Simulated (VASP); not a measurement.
A VASP 6.6.1 relaxation on Zn2C

INCAR

```
LREAL = .FALSE.
EDIFF = 1E-7
ENCUT = 600
ISIF = 3
LCHARG = .FALSE.
PREC = Accurate
NELM = 94
EDIFFG = -5E-3
NBANDS = 21
SIGMA = 0.02
GGA = CA
ISMEAR = -1
NSW = 40
PSTRESS = 500
LWAVE = .FALSE.
IBRION = 2
LASPH = .TRUE.
```

KPOINTS

```
KPOINTS created by Atomic Simulation Environment
0
Gamma
8 8 8
0 0 0
```

POSCAR

```
C  Zn
 1.0000000000000000
     0.0000000000000000    2.6042746626909450    2.6042746626909450
     2.6042746626909450    0.0000000000000000    2.6042746626909450
     2.6042746626909450    2.6042746626909450   -0.0000000000000000
 C   Zn
   1   2
Cartesian
 -0.0000000000000000 -0.0000000000000000 -0.0000000000000000
  1.3021373313454725  1.3021373313454725  1.3021373313454725
  3.9064119940364175  3.9064119940364175  3.9064119940364175
```

The recommended LDA PAW datasets give the neutral cell 28 valence electrons.

Command

```
mpirun -np 1 vasp_std
```

How does this run end, and what does it give?

It converged. Results: relaxed cell vector lengths 3.367, 3.367, 3.367 Å; relaxed cell volume 26.99 Å³.

OSZICAR

```
N       E                     dE             d eps       ncg     rms          rms(c)
DAV:   1     0.151951276700E+03    0.15195E+03   -0.15502E+04  1250   0.227E+03
DAV:   2    -0.241293839976E+01   -0.15436E+03   -0.14774E+03  1228   0.351E+02
DAV:   3    -0.134216359031E+02   -0.11009E+02   -0.10814E+02  1398   0.930E+01
DAV:   4    -0.136307829776E+02   -0.20915E+00   -0.20881E+00  1278   0.121E+01
DAV:   5    -0.136322664683E+02   -0.14835E-02   -0.14834E-02  1408   0.974E-01    0.939E+00
DAV:   6    -0.118154736065E+02    0.18168E+01   -0.49799E+00  1768   0.507E+01    0.674E+00
DAV:   7    -0.117990878392E+02    0.16386E-01   -0.77062E-01  1425   0.113E+01    0.355E+00
DAV:   8    -0.117737034329E+02    0.25384E-01   -0.68566E-02  1339   0.172E+00    0.969E-01
DAV:   9    -0.117705718423E+02    0.31316E-02   -0.41588E-03  1596   0.650E-01    0.139E-01
DAV:  10    -0.117704837531E+02    0.88089E-04   -0.10048E-03  1600   0.242E-01    0.719E-02
...
DAV:   5    -0.111094560948E+02    0.42816E-05   -0.49885E-06  1905   0.334E-02    0.134E-03
DAV:   6    -0.111094561311E+02   -0.36236E-07   -0.88391E-07  1248   0.778E-03
  15 F= -.26881956E+01 E0= -.26881956E+01  d E =-.443025E-03
       N       E                     dE             d eps       ncg     rms          rms(c)
DAV:   1    -0.111116019053E+02   -0.21458E-02   -0.20847E-04  1418   0.332E-01    0.326E-02
DAV:   2    -0.111115833136E+02    0.18592E-04   -0.53166E-05  1403   0.210E-01    0.140E-02
DAV:   3    -0.111115811749E+02    0.21387E-05   -0.13211E-06  1322   0.145E-02    0.700E-03
DAV:   4    -0.111115804607E+02    0.71422E-06   -0.13669E-07  1042   0.919E-03    0.188E-03
DAV:   5    -0.111115803968E+02    0.63838E-07   -0.90213E-08   706   0.414E-03
  16 F= -.26881986E+01 E0= -.26881986E+01  d E =-.446065E-03
```

| ionic step | ΔH (meV/atom) | volume (Å³) | largest force (eV/Å) | pressure (GPa) | electronic steps |
| --- | --- | --- | --- | --- | --- |
| 1 | 0.0 | 35.33 | 0.000 | -10.40 | 15 |
| 2 | 2299.5 | 17.14 | 0.000 | 473.22 | 12 |
| 3 | -634.2 | 27.98 | 0.000 | 37.58 | 11 |
| 4 | -645.0 | 27.40 | 0.000 | 44.55 | 8 |
| 5 | -647.3 | 26.98 | 0.000 | 50.15 | 8 |
| 6 | -647.0 | 27.14 | 0.000 | 47.99 | 7 |
| 7 | -647.1 | 27.13 | 0.000 | 48.18 | 6 |
| 10 | -647.2 | 27.09 | 0.000 | 48.65 | 4 |
| 11 | -647.2 | 27.09 | 0.000 | 48.66 | 5 |
| 12 | -647.2 | 27.08 | 0.000 | 48.77 | 5 |
| 13 | -647.2 | 27.07 | 0.000 | 48.95 | 6 |
| 14 | -647.3 | 27.04 | 0.000 | 49.33 | 6 |
| 15 | -647.3 | 26.98 | 0.000 | 50.09 | 6 |
| 16 | -647.3 | 26.99 | 0.000 | 50.02 | 5 |

 The volume moved far on the plane waves of the start cell, so a restart from CONTCAR is due.

For comparison, a separate LDA relaxation on usual settings, not on those above, ends at 32.75 Å³.
